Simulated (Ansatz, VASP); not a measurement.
# NbAs in two plane-wave programs

One calculation is typed for both programs; each brings its own data sets and cutoff. How far apart do they land?

Main program and level: Ansatz 0.2.0; plane waves, with VASP 6.6.1 beside it; single point at PBEsol.

### 1. Set-up

Symmetry: I4_1md, No. 109, tetragonal system. Conventional cell: a = 3.452 Å, b = 3.452 Å, c = 11.680 Å, α = 90.00°, β = 90.00°, γ = 90.00°. Nb has 6 As at 2.60 to 2.63 Å nearest. As has 6 Nb at 2.60 to 2.63 Å nearest. Farther neighbours are not listed.

### 2. Ansatz: single point, PBEsol

Ansatz runs on its default PAW (the set named soft_2) files.

With cell and atoms fixed, the geometry can't cause a difference; cores, projectors, grids and the points listed under the comparison can.

File input.yaml:

```yaml
crystal:
  lattice:
    - [-1.72585, 1.72585, 5.84]
    - [1.72585, -1.72585, 5.84]
    - [1.72585, 1.72585, -5.84]
  atoms:
    - { symbol: Nb, position: [0.5, 0.0, 0.5] }
    - { symbol: Nb, position: [0.75, 0.75, 0.0] }
    - { symbol: As, position: [0.916, 0.416, 0.5] }
    - { symbol: As, position: [0.166, 0.166, 0.0] }
hamiltonian:
  xc: pbesol
  pseudopotentials: { kind: paw }
kpoints:
  mp_grid: { grid: [8, 8, 8] }
scf:
  occupations: { method: gaussian, width: 0.05 }
  n_extra_bands: 5
output:
  forces: true
  stress: true
  eigenvalues: true
```

Started as:

```bash
ansatz run input.yaml --threads 2 --pin off --max-ram 4608MiB --backend cpu --events-out ev --progress --plain --runs-dir out
```

Numbers of over 12 decimals in the logs are rounded to 6 here.

What it wrote:

```text
basis.fft_grid_basis auto: the FFT boxes are laid along the combinations [[1, 0, 1], [0, 1, 1], [0, 0, 1]] of the cell's own vectors, 3.452, 3.452 and 6.330 Å long. The dense box has 24×24×45 points. Along the cell's own vectors, as sized, it would have 45×45×45, 3.52 times as many. Of the 8 symmetry operations that the crystal satisfies within crystal.symmetry.tolerance (time reversal apart; of a slab, those that ke [...]
scf.n_extra_bands = 5 over 28 filled bands (N_el = 56.0): the run solves 33 bands
Engine: ansatz 0.2.0, aarch64-unknown-linux-gnu
Pseudopotentials: kind: paw
Pseudopotential: Nb, paw, valence charge 13, recommended cutoff 420 eV (normal), Nb.paw.azcp
Pseudopotential: As, paw, valence charge 15, recommended cutoff 420 eV (normal), As.paw.azcp
Functional definition: PBEsol
  exchange = pbesol_x
  correlation = pbesol_c
Crystal: 4 atoms, lattice volume = 69.579 Å³
Basis set: ecut = 420 eV, 1371 PW (Γ), FFT grids on a1+a3, a2+a3, a3, exchange–correlation on 48×48×90 points (8 copies of the dense FFT grid, shifted against one another)
Bands: 33, of which v1, the nominal top of the filled ones, is band 28 counted from 1 (27 counted from 0)
Symmetry: 8 space group operations
Space group: I41md (ITA 109), of the structure as read, at distance tolerance 4.1e-5 Å
k-points: 59 of 512 (time reversal used)
Non-local potential: Nb, projectors of the file, l = 0: 3, l = 1: 2, l = 2: 2, l = 3: 1
Non-local potential: As, projectors of the file, l = 0: 2, l = 1: 2, l = 2: 3, l = 3: 1
PAW form: soft (Blöchl's): semilocal exchange-correlation on the pseudo side does not see the compensation charge
PAW frozen core: Nb, regenerated for the run's functional, and the local potential with it (the file was generated under x = pbe(κ = 0.804, μ = 0.219515), c = pbe(β = 0.066725))
PAW frozen core: As, regenerated for the run's functional, and the local potential with it (the file was generated under x = pbe(κ = 0.804, μ = 0.219515), c = pbe(β = 0.066725))
PAW one-centre angular grid: Nb, 590 points (default); XC on 64 Gauss nodes
PAW one-centre angular grid: As, 590 points (default); XC on 64 Gauss nodes
Initial density: superposition of atomic densities (neutral atoms: chi_scale 0, normalization atom), corrected by the library's trained network
Initial wavefunctions: pseudopotential atomic-orbital guess
Functional: x = pbesol(κ = 0.804, μ = 0.123457), c = pbesol(β = 0.046)
SCF iter   1: F=—  HF=-18619.948404 eV  |F-HF|=—  |Δ(HF+E_count)|=         —  Δρ=8.30e-3  dr2=3.77e-2  ethr=1.77e-3  ⟨swp⟩=5.9  Hψ=7828  notcnv=0
preconditioner: auto → Kerker (q_TF=auto, 2.631 Å⁻¹)  [metal: Δε(μ)=0.007 eV  Ē_g=6.698 eV  σ=0.050 eV  W_gap=0.08  n_scr=24 (ndim 8)  ℏωp=19.9 eV  f_vac=0.000  D(μ)=1.24/eV (n_scr^D=2)]
SCF iter   2: F=—  HF=-18619.942381 eV  |F-HF|=—  |Δ(HF+E_count)|=   6.02e-3  Δρ=4.63e-3  dr2=1.10e-2  ethr=6.73e-5  ⟨swp⟩=1.6  Hψ=2497  notcnv=0  defer=8
SCF iter   3: F=—  HF=-18619.940854 eV  |F-HF|=—  |Δ(HF+E_count)|=   1.53e-3  Δρ=6.93e-4  dr2=3.24e-4  ethr=1.97e-5  ⟨swp⟩=2.0  Hψ=2555  notcnv=0  defer=8
SCF iter   4: F=—  HF=-18619.940826 eV  |F-HF|=—  |Δ(HF+E_count)|=   2.74e-5  Δρ=1.84e-4  dr2=2.69e-5  ethr=5.78e-7  ⟨swp⟩=2.0  Hψ=3421  notcnv=0  defer=8
SCF iter   5: F=—  HF=-18619.940795 eV  |F-HF|=—  |Δ(HF+E_count)|=   3.07e-5  Δρ=8.25e-5  dr2=5.48e-6  ethr=4.81e-8  ⟨swp⟩=2.0  Hψ=3433  notcnv=0  defer=8
SCF iter   6: F=—  HF=-18619.940794 eV  |F-HF|=—  |Δ(HF+E_count)|=   1.62e-6  Δρ=2.04e-5  dr2=3.76e-7  ethr=9.78e-9  ⟨swp⟩=2.0  Hψ=3429  notcnv=0  defer=8
SCF iter   7: F=-18619.940794 eV  HF=-18619.940794 eV  |F-HF|=6.28e-9  |Δ(HF+E_count)|=   8.20e-8  Δρ=4.17e-6  dr2=1.35e-8  ethr=1.79e-10  ⟨swp⟩=7.4  Hψ=7147  notcnv=0
SCF 1 converged in 7 iterations: F = -18619.940794 eV  dr2 = 1.35e-8
  greatest PAW one-centre occupation: 0.999 electrons in one spin orbital (limit 2), on the As atom at site 2 (counted from 0), in its partial waves of l = 2
SCF converged after 7 iterations
Free energy (F): -18619.940794 eV
Harris-Foulkes:  -18619.940794 eV  (|F-HF|=6.28e-9)
Internal energy: -18619.939114 eV  (E = F + TS)
E sigma→0 (E₀):  -18619.939954 eV
Entropy (-TS):   -0.001679 eV (-0.420 meV/atom)
Fermi energy:    16.171121 eV
--- Per-component energies (eV) ---
  E_band       = -490.511062
  E_kinetic    = 998.430177
  E_local      = -4339.868214  (includes V_loc(G=0)·N_el)
  E_nonlocal   = -1092.872550
  E_hartree    = 2144.007372
  E_xc         = -508.604608
  E_vxc        = -586.678472  (∫ρ·V_xc dr)
  E_paw        = -9623.089675  (= ΣΔE_a)
  E_vpaw       = 242.462384  (= ΣTr[D̂ρ^β])
  E_aug_tail   = 0.000024  (compensation charges beyond the density's cutoff)
  E_ewald      = -6200.251917
  E_core_change = 2.310275  (= ΣΔE_core)
  E_smearing   = -0.001679  (= −TS)
  E_closure    = 0.000000  (closes the sum)
  Σ components = -18619.940794   (vs F -18619.940794, Δ=0.00e0)
--- Forces (eV/Å), atoms counted from 1 ---
  atom   1  Nb     0.00000000     0.00000000    -0.28792259
  atom   2  Nb    -0.00000000    -0.00000000    -0.28792259
  atom   3  As     0.00000000    -0.00000000     0.28790744
  atom   4  As    -0.00000000     0.00000000     0.28790744
  max |Σ_I F_I| component: 3.03e-5 eV/Å
--- Stress (GPa, compression-positive) ---
       -2.723763       0.000000      -0.000000
        0.000000      -2.723763      -0.000000
       -0.000000       0.000000      -1.453431
  P = ⅓ Tr σ = -2.3003 GPa (-23.003 kbar)
--- Band table (eV; the first three rows and the last of 59) ---
  k-point 0: bands = [... 24 lower, 14.1200, 14.4833, 14.7812, 14.7812, 16.8897, 17.4673, 18.5763, 19.1804, ... 1 higher]
  k-point 1: bands = [... 24 lower, 13.7215, 14.4275, 15.0363, 15.1843, 16.4514, 16.8414, 18.6014, 18.6440, ... 1 higher]
  k-point 2: bands = [... 24 lower, 13.0377, 14.3019, 15.3817, 15.5849, 16.3139, 17.1839, 17.8584, 19.0117, ... 1 higher]
  k-point 58: bands = [... 24 lower, 13.6358, 13.6358, 15.6497, 15.6497, 17.1640, 17.1640, 18.0865, 18.0865, ... 1 higher]
```

The job ended after 6 s (2 threads of Arm Neoverse V2, shared host; peak memory 0.37 GiB).

Reading the cycles: dr2 is the Hartree energy of the density residual (eV), the measure of convergence; HF is the Harris–Foulkes estimate of the energy, which meets the free energy F at convergence.

The run ends at a pressure of -2.30 GPa, with forces up to 0.29 eV/Å.

### 3. VASP: single point, PBEsol

The same cell, functional, mesh and smearing now go to VASP, with its own data sets and cutoff.

Lines of VASP's logs that name or quote its potential files are left out, and so is its time.

File INCAR:

```
SYSTEM = NbAs
PREC = Accurate
ENCUT = 400
EDIFF = 1E-05
NELM = 100
ISMEAR = 0
SIGMA = 0.05
LREAL = .FALSE.
ALGO = Normal
GGA = PS
NBANDS = 24
LORBIT = 11
LWAVE = .FALSE.
LCHARG = .FALSE.
KPAR = 4
```

File POSCAR:

```
NbAs
1.0
   -1.7258500000      1.7258500000      5.8400000000
    1.7258500000     -1.7258500000      5.8400000000
    1.7258500000      1.7258500000     -5.8400000000
Nb As
2 2
Direct
    0.5000000000      0.0000000000      0.5000000000
    0.7500000000      0.7500000000      0.0000000000
    0.9160000000      0.4160000000      0.5000000000
    0.1660000000      0.1660000000      0.0000000000
```

File KPOINTS:

```
Automatic mesh
0
Gamma
8 8 8
0 0 0
```

Potentials, in the order of the species: Nb_sv and As (PBE family, release 64).

Started as:

```bash
mpirun -np 4 vasp_std
```

What it wrote:

```text
[banner, memory and clock lines left out]
running    4 mpi-ranks, on    1 nodes
 distrk:  each k-point on    1 cores,    4 groups
 distr:  one band on    1 cores,    1 groups

 POSCAR found type information on POSCAR NbAs
 POSCAR found :  2 types and       4 ions
|                                                                             |
|               ----> ADVICE to this user running VASP <----                  |
|                                                                             |
|     You enforced a specific xc type in the INCAR file but a different       |
|     [... a line on the potential file left out ...]
|     I HOPE YOU KNOW WHAT YOU ARE DOING!                                     |
|                                                                             |

 LDA part: xc-table for (Slater+PW92), standard interpolation
 POSCAR, INCAR and KPOINTS ok, starting setup
 FFT: planning ... GRIDC
 FFT: planning ... GRID_SOFT
 FFT: planning ... GRID
 WAVECAR not read
 entering main loop
       N       E                     dE             d eps       ncg     rms          rms(c)
DAV:   1     0.290206328382E+03    0.29021E+03   -0.17014E+04  2848   0.122E+03
DAV:   2    -0.124954809851E+02   -0.30270E+03   -0.29605E+03  3528   0.450E+02
DAV:   3    -0.358079045460E+02   -0.23312E+02   -0.23068E+02  5184   0.921E+01
DAV:   4    -0.371385913075E+02   -0.13307E+01   -0.13268E+01  4144   0.196E+01
DAV:   5    -0.371860953216E+02   -0.47504E-01   -0.47495E-01  4744   0.374E+00    0.116E+01
DAV:   6    -0.351322387846E+02    0.20539E+01   -0.90789E+00  4248   0.189E+01    0.326E+00
DAV:   7    -0.351108845445E+02    0.21354E-01   -0.44193E-01  4488   0.366E+00    0.201E+00
DAV:   8    -0.350954995282E+02    0.15385E-01   -0.61314E-02  4216   0.147E+00    0.382E-01
DAV:   9    -0.350954821319E+02    0.17396E-04   -0.60773E-03  4768   0.485E-01    0.224E-01
DAV:  10    -0.350955481684E+02   -0.66036E-04   -0.10309E-03  3912   0.301E-01    0.275E-02
DAV:  11    -0.350955359152E+02    0.12253E-04   -0.57363E-05  3856   0.584E-02    0.137E-02
DAV:  12    -0.350955330836E+02    0.28316E-05   -0.43247E-06  2712   0.216E-02
   1 F= -.35095533E+02 E0= -.35094688E+02  d E =-.168989E-02
```

Parts of OUTCAR (step 3):

```text
ion  position               nearest neighbor table
   1  0.500  0.000  0.500-   4 2.60   4 2.60   3 2.63   3 2.63   3 2.63   3 2.63
   2  0.750  0.750  0.000-   3 2.60   3 2.60   4 2.63   4 2.63   4 2.63   4 2.63
   3  0.916  0.416  0.500-   2 2.60   2 2.60   1 2.63   1 2.63   1 2.63   1 2.63
   4  0.166  0.166  0.000-   1 2.60   1 2.60   2 2.63   2 2.63   2 2.63   2 2.63

  LATTYP: Found a body centered tetragonal cell.
 ALAT       =     3.4517000000
 C/A-ratio  =     3.3838398470

 Subroutine GETGRP returns: Found  8 space group operations
 (whereof  4 operations were pure point group operations)

The static configuration has the point symmetry C_2v.
 The point group associated with its full space group is C_4v.

 Found     59 irreducible k-points:

   k-points           NKPTS =     59   k-points in BZ     NKDIM =     59   number of bands    NBANDS=     24

   dimension x,y,z NGX =    42 NGY =   42 NGZ =   42
   dimension x,y,z NGXF=    84 NGYF=   84 NGZF=   84

   ENCUT  =  400.0 eV  29.40 Ry    5.42 a.u.  10.32 10.32 10.32*2*pi/ulx,y,z

   NELECT =      36.0000    total number of electrons

 k-points in reciprocal lattice and weights: Automatic mesh
   0.00000000  0.00000000  0.00000000       0.002
   0.12500000 -0.00000000  0.00000000       0.016
   0.25000000 -0.00000000  0.00000000       0.016
   0.37500000 -0.00000000  0.00000000       0.016
   0.50000000 -0.00000000  0.00000000       0.008
   0.12500000  0.12500000  0.00000000       0.016
   0.25000000  0.12500000  0.00000000       0.031
   0.37500000  0.12500000  0.00000000       0.031
   0.50000000  0.12500000  0.00000000       0.031
[...]
-0.37500000 -0.37500000  0.37500000       0.004
   0.50000000  0.50000000  0.50000000       0.002

 average (electrostatic) potential at core
       1 -79.1382       2 -79.1382       3 -44.7673       4 -44.7673

 E-fermi :   9.5166

 k-point     1 :       0.0000    0.0000    0.0000
  band No.  band energies     occupation
    ...
     14       7.2593      2.00000
     15       7.4588      2.00000
     16       7.8252      2.00000
     17       8.1291      2.00000
     18       8.1291      2.00000
     19      10.2347      0.00000
     20      10.8129      0.00000
     21      11.9250      0.00000
     22      12.5330      0.00000
     23      12.5330      0.00000
    ...

 k-point     2 :       0.1250   -0.0000    0.0000
  band No.  band energies     occupation
    ...
     14       7.1131      2.00000
     15       7.5332      2.00000
     16       7.7479      2.00000
     17       8.0553      2.00000
     18       8.3739      2.00000
     19      10.0239      0.00000
     20      10.5750      0.00000
     21      11.5899      0.00000
     22      12.2794      0.00000
     23      12.6633      0.00000
    ...

 k-point     3 :       0.2500   -0.0000    0.0000
  band No.  band energies     occupation
    ...
     14       6.7985      2.00000
     15       7.7396      2.00000
     16       7.7908      2.00000
     17       7.8819      2.00000
     18       8.9295      2.00000
     19       9.7569      0.00000
     20      10.4845      0.00000
     21      10.9559      0.00000
     22      11.8591      0.00000
     23      12.3405      0.00000
    ...

  Total       -1.2113681     -1.2113681     -0.6997668      0.0000000      0.0000000      0.0000000
  in kB      -27.8938054    -27.8938054    -16.1133180      0.0000000      0.0000000      0.0000000
  external PRESSURE =     -23.9669763 kB  Pullay stress =       0.0000000 kB

  energy-cutoff  :      400.00
  volume of cell :       69.58
      direct lattice vectors                 reciprocal lattice vectors
    -1.725850000  1.725850000  5.840000000     0.000000000  0.289712316  0.085616438
     1.725850000 -1.725850000  5.840000000     0.289712316  0.000000000  0.085616438
     1.725850000  1.725850000 -5.840000000     0.289712316  0.289712316  0.000000000

 POSITION                                       TOTAL-FORCE (eV/Angst)
 -----------------------------------------------------------------------------------
      0.00000      1.72585      0.00000        -0.000000     -0.000000     -0.290975
      0.00000      0.00000      8.76000        -0.000000     -0.000000     -0.290975
      0.00000      1.72585      4.85888         0.000000      0.000000      0.290975
      0.00000      0.00000      1.93888         0.000000      0.000000      0.290975
 -----------------------------------------------------------------------------------
    total drift:                               -0.000000     -0.000000      0.000323

  FREE ENERGIE OF THE ION-ELECTRON SYSTEM (eV)
  ---------------------------------------------------
  free  energy   TOTEN  =       -35.0955330836 eV

  energy  without entropy=      -35.0938431984  energy(sigma->0) =      -35.09468814

 total charge
# of ion       s       p       d       tot
------------------------------------------
    1        2.147   6.012   2.491  10.650
    2        2.147   6.012   2.491  10.650
    3        1.201   1.642   0.075   2.918
    4        1.201   1.642   0.075   2.918
--------------------------------------------------
tot          6.696  15.308   5.133  27.137

[... 3 further parts left out ...]
```

The run ends at a pressure of -2.40 GPa, with forces up to 0.29 eV/Å.

### 4. Side by side

Known differences besides the potentials themselves: the data sets hold 56 valence electrons in Ansatz (default PAW (the set named soft_2) files) and 36 in VASP; the cutoff is 420 eV in Ansatz and 400 eV in VASP; Ansatz makes its cores anew for this functional, VASP keeps those of its PBE data sets; VASP leaves aspherical gradient terms in its spheres out (LASPH is not set), Ansatz keeps them. Total energies have different zeros and are not compared.

The two programs side by side:

```
      quantity  Ansatz   VASP  difference
pressure (GPa)   -2.30  -2.40       +0.10
```

Forces (eV/Å; atoms numbered as in POSCAR):

```
atom        Ansatz x, y, z          VASP x, y, z
 Nb1  0.000, 0.000, -0.288  0.000, 0.000, -0.291
 Nb2  0.000, 0.000, -0.288  0.000, 0.000, -0.291
 As3   0.000, 0.000, 0.288   0.000, 0.000, 0.291
 As4   0.000, 0.000, 0.288   0.000, 0.000, 0.291
```

The forces differ by 1.8 meV/Å r.m.s., which is 1.1 % of the r.m.s. force of 0.17 eV/Å (both taken over all components). Ansatz's pressure holds a Pulay correction of 0.02 GPa; VASP's holds none.

### 5. What came out

```json
{
 "r.m.s. force difference (single point, PBEsol)": "1.8 meV/Å"
}
```

The r.m.s. force difference is 1.8 meV/Å (single point, PBEsol), within the 12 meV/Å picked in this series as the mark of a large difference. How closely two codes agree says nothing of how well the functional describes the real material.

[Lines on the potential files, build, host, timing and source positions are cut from VASP's logs without a mark.]

[Logs are printed without paths, hosts, clocks, repeated set-up lines and the standing remarks that a program may print on its own settings, such as how far it seeks lower states.]

[Hosts, paths, dates, database ids (printed as entryN), source tags and the programs' standing remarks are cut or masked in the printed files.]
